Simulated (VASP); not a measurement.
Data:

```yaml
crystal:
  lattice:
    - [-2.00458, 2.00458, 5.22806]
    - [2.00458, -2.00458, 5.22806]
    - [2.00458, 2.00458, -5.22806]
  atoms:
    - { symbol: Ca, position: [0.00000, 0.00000, 0.00000] }
    - { symbol: Co, position: [0.25000, 0.75000, 0.50000] }
    - { symbol: Co, position: [0.75000, 0.25000, 0.50000] }
    - { symbol: Ge, position: [0.36710, 0.36710, 0.00000] }
    - { symbol: Ge, position: [0.63290, 0.63290, 0.00000] }
```

The numbers are results of LDA (Ceperley-Alder, Perdew-Zunger), VASP's LDA PAW potentials (set 64) (plane waves; VASP), not measurements. Numerical set-up: 300 eV cut-off, 7×7×7 Γ-centred mesh, Fermi-Dirac smearing of 0.050 eV, potentials Ca_sv Co Ge_d.

At this cut-off the stress carries a Pulay error, which pulls relaxed volumes low.

### Question
Which forces act on the atoms, in eV/Å?

### Answer

| atom | Fx | Fy | Fz |
|---|---|---|---|
| Ca1 | 0.000 | 0.000 | 0.000 |
| Co2 | 0.000 | 0.000 | 0.000 |
| Co3 | 0.000 | 0.000 | 0.000 |
| Ge4 | 0.000 | 0.000 | -0.472 |
| Ge5 | 0.000 | 0.000 | 0.472 |

### Question
Give the stress tensor in GPa (positive for a compressed cell).

### Answer

```
-11.83    0.00    0.00
  0.00  -11.83    0.00
  0.00    0.00  -10.60
```
The pressure is its mean diagonal, -11.42 GPa.

The structure comes from a computed database's CaCo2Ge2 entry; how it stands against other phases isn't given here. The cell was not relaxed at this level. The k-mesh is coarse (spacing up to 0.32 per Å, 2π included), so the numbers may not be converged in it. The run is not spin-polarised, so no magnetic state was tried.
